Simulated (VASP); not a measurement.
Calculation: PBEsol GGA, VASP's PBE PAW potentials (set 64) (plane waves; VASP 6.6.1).

VASP input:

### INCAR
```
SYSTEM = RbBr(100) slab
PREC = Normal
ENCUT = 400
EDIFF = 1E-6
NELM = 100
ALGO = Normal
LREAL = .FALSE.
LASPH = .TRUE.
ISMEAR = 0
SIGMA = 0.05
GGA = PS
LMAXMIX = 4
LWAVE = .FALSE.
LCHARG = .FALSE.
NELMIN = 4
LDIPOL = .TRUE.
IDIPOL = 3
DIPOL = 0.5 0.5 0.5
LVHAR = .TRUE.
LORBIT = 11
```

File POSCAR:
```
RbBr(100) slab
1
    4.8428869830     0.0000000000     0.0000000000
    0.0000000000     4.8428869830     0.0000000000
    0.0000000000     0.0000000000    28.6082225060
Br Rb
4 4
Direct
  0.0000000000   0.5000000000   0.3201325473
  0.0000000000   0.5000000000   0.5603382294
  0.5000000000   0.0000000000   0.4396617706
  0.5000000000   1.0000000000   0.6798674527
  0.5000000000   0.0000000000   0.3213578355
  0.0000000000   0.5000000000   0.4398995611
  0.5000000000   0.0000000000   0.5601004389
  0.0000000000   0.5000000000   0.6786421645
```

KPOINTS:
```
Automatic mesh
0
Gamma
4 4 1
0 0 0
```

POTCAR, in this order: Br Rb_sv (PBE.64 set). Program: vasp_std. Read from the step before: WAVECAR.

Q: Estimate the energy per atom (σ→0), band gap (on the k-mesh).

A: 
The energy per atom (σ→0) comes out as -3.140 eV/atom. The band gap (on the k-mesh) comes out as 4.24 eV.

File OSZICAR:
```
       N       E                     dE             d eps       ncg     rms          rms(c)
DAV:   1    -0.251180930360E+02   -0.25118E+02   -0.11485E-04   496   0.512E-02    0.118E-02
DAV:   2    -0.251180904900E+02    0.25460E-05   -0.27568E-05   474   0.202E-02    0.379E-03
DAV:   3    -0.251180881588E+02    0.23312E-05   -0.35977E-06   424   0.914E-03    0.223E-03
DAV:   4    -0.251180865932E+02    0.15656E-05   -0.27940E-06   386   0.886E-03    0.137E-03
DAV:   5    -0.251180863391E+02    0.25410E-06   -0.13235E-06   400   0.457E-03
   1 F= -.25118086E+02 E0= -.25118086E+02  d E =-.135062E-20
```

The cell is a thin slab with vacuum, built from RbBr (rock salt): (100) face.
